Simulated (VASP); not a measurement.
Data:

```yaml
crystal:
  lattice:
    - [0.00000, 2.79480, 2.79480]
    - [2.79480, 0.00000, 2.79480]
    - [2.79480, 2.79480, 0.00000]
  atoms:
    - { symbol: Yb, position: [0.00000, 0.00000, 0.00000] }
```

Calculation: PBE GGA, VASP's PBE PAW potentials (set 64) (plane waves; VASP). Settings: 400 eV cut-off, 9×9×9 Γ-centred mesh, first-order Methfessel-Paxton smearing of 0.10 eV, potentials Yb_2.

The 4f electrons are frozen in the core of the lanthanide potential, so 4f levels, which can set the real gap, and their magnetism are missing.

Give the stress tensor in GPa (positive for a compressed cell).

```
-1.20   0.00   0.00
 0.00  -1.20   0.00
 0.00   0.00  -1.20
```
The pressure is its mean diagonal, -1.20 GPa.

The compound is Yb in the fcc structure. The cell was not relaxed at this level.
